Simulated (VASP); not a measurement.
Crystal: C.

```
C
1.0
     0.00000    1.78337    1.78337
     1.78337    0.00000    1.78337
     1.78337    1.78337    0.00000
C
2
Direct
  0.00000 0.00000 0.00000
  0.25000 0.25000 0.25000
```

This isn't the form of C at room conditions, which is graphite.

Base run:

| Quantity | Value |
| --- | --- |
| Program | VASP 6.6.1 |
| Functional | PBE |
| Potentials or basis | VASP PAW PBE potentials, release 64 (C) |
| Cutoff | 520 eV |
| k mesh | 22 × 22 × 22 |
| Occupations | gaussian, width 0.02 eV |
| Spin | no spin polarisation |

Its results: band gap on the k mesh 4.13 eV, indirect (least direct gap 5.59 eV); pressure 2.5 GPa.

Q: The run is repeated on the same cell with these changes: cutoff from 520 eV to 600 eV; k mesh from 22 × 22 × 22 to 10 × 10 × 10. What comes out?

A: Band gap on the k mesh 4.17 eV, indirect (least direct gap 5.59 eV); pressure 1.8 GPa.

A k mesh can miss the band edges.
